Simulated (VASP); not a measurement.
Here is the system:

```
CELL_PARAMETERS angstrom
     -3.10161     3.10161     5.95895
      3.10161    -3.10161     5.95895
      3.10161     3.10161    -5.95895
ATOMIC_POSITIONS crystal
  Ga 0.50000 0.50000 0.00000
  Ga 0.25000 0.75000 0.50000
  Hg 0.00000 0.00000 0.00000
  Te 0.60794 0.13692 0.02048
  Te 0.86308 0.88356 0.47102
  Te 0.11644 0.58746 0.97952
  Te 0.41254 0.39206 0.52898
```

Computed with PBEsol GGA, VASP's PBE PAW potentials (set 64) (plane waves; VASP). Numerical set-up: 300 eV cut-off, 3×3×3 Γ-centred mesh, Fermi-Dirac smearing of 0.010 eV, potentials Ga_d Hg Te.

At this cut-off the stress carries a Pulay error, which pulls relaxed volumes low. Energy and stress use the plane-wave basis of the starting cell.

**Question.** The ions, cell shape and volume are relaxed. Which structure does the run end with?

**Answer.** 
```
CELL_PARAMETERS angstrom
     -3.05516     3.05516     5.87733
      3.05516    -3.05516     5.87733
      3.05516     3.05516    -5.87733
ATOMIC_POSITIONS crystal
  Ga 0.50000 0.50000 0.00000
  Ga 0.25000 0.75000 0.50000
  Hg 0.00000 0.00000 0.00000
  Te 0.61293 0.14003 0.03402
  Te 0.85997 0.89399 0.47290
  Te 0.10601 0.57891 0.96598
  Te 0.42109 0.38707 0.52710
```
Space group I-4 (82), at a tolerance of 0.03 Å.

**Question.** How do energy and volume change from the first to the last step?

**Answer.** The energy (σ→0) changes by -6.1 meV/atom and the volume by -4.3 %, in 17 ionic steps.

```csv
step,E(σ→0) (eV),max force (eV/Å),pressure (GPa),volume (Å³)
1,-23.1130,0.088,-0.97,229.30
2,-23.1314,0.210,0.23,222.75
3,-23.1318,0.194,0.07,223.52
4,-23.1386,0.163,0.09,222.87
5,-23.1512,0.085,0.03,220.93
6,-23.1401,0.188,0.03,217.09
7,-23.1531,0.075,0.03,219.88
8,-23.1548,0.028,-0.10,220.12
9,-23.1550,0.019,-0.15,220.23
10,-23.1551,0.037,0.11,218.72
11,-23.1555,0.019,-0.05,219.49
12,-23.1554,0.023,0.07,219.27
13,-23.1554,0.021,0.01,219.39
14,-23.1556,0.012,0.03,219.33
15,-23.1557,0.005,0.04,219.25
16,-23.1556,0.010,-0.12,219.68
17,-23.1557,0.004,0.01,219.44
```

The structure comes from a computed database's Ga2HgTe4 entry (I-4); how it stands against other phases isn't given here. This run relaxes it. Symmetry was kept, so distortions that lower it aren't found. The k-mesh is coarse (spacing up to 0.48 per Å, 2π included), so the numbers may not be converged in it. The run is one of a series of settings (EDIFFG = -0.01, IBRION = 2, ISIF = 3, NSW = 50 against the base run), some of them coarse on purpose.
